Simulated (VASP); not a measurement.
```xyz
4
Lattice="0.0000 1.9116 1.9116 1.9116 0.0000 1.9116 7.6355 7.6355 0.0107" Properties=species:S:1:pos:R:3 pbc="T T T"
Rh     1.9396     1.9396     3.7950
Rh     1.8808     1.8808     0.0308
Pd     3.7982     3.7982     0.0249
Pd     7.6578     7.6578     3.8116
```

Method: PBEsol GGA, VASP's PBE PAW potentials (set 64) (plane waves; VASP). Numerical set-up: 400 eV cut-off, Gaussian smearing of 0.050 eV, potentials Rh_pv Pd.

**Question.** Give the energies of bands 16 to 29 at the high-symmetry points, in eV from the Fermi level.

**Answer.** 
```tsv
band	Γ	T	H2	L	S0	F
16	-3.18	-3.07	-3.29	-2.79	-3.22	-2.68
17	-2.95	-2.97	-3.06	-2.03	-3.20	-2.64
18	-2.81	-2.97	-3.00	-1.63	-2.95	-1.81
19	-2.81	-2.94	-1.81	-1.13	-1.80	-1.74
20	-2.81	-2.94	-1.58	-0.73	-1.56	-0.05
21	-2.81	-1.50	-1.52	-0.70	-1.55	0.00
22	-1.34	-1.50	-1.16	-0.09	-1.17	0.18
23	-1.34	-1.24	-0.55	0.00	-0.56	0.35
24	-1.15	-1.17	-0.23	0.04	-0.22	0.55
25	-1.15	-1.17	0.08	0.56	0.06	0.56
26	-1.00	-1.13	0.19	0.77	0.21	0.67
27	-1.00	-0.57	6.27	2.44	6.31	0.81
28	0.30	-0.57	6.42	2.80	6.39	3.13
29	0.30	0.10	6.43	3.85	6.40	3.95
```

It has no gap at this level: it comes out as a metal or semimetal.

The structure was generated: Pd2Rh2 was put into an ordered model structure (R-3m), which need not be its known phase. It was relaxed first.
